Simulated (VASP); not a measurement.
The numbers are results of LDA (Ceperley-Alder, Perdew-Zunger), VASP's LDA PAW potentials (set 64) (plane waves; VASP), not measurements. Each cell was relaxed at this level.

### Question
Which of these has an unstable (imaginary) mode at Γ?
A) ZrB2, P6/mmm (191)
B) BaSrO2, P4/mmm (123)
C) HfS2, P-3m1 (164)
D) Zn, P6_3/mmc (194)

### Answer
B, BaSrO2, P4/mmm (123). Its optical Γ-point modes are 100i, 22 (×2), 104 (×2), 170, 238 (×2), 300 cm⁻¹.
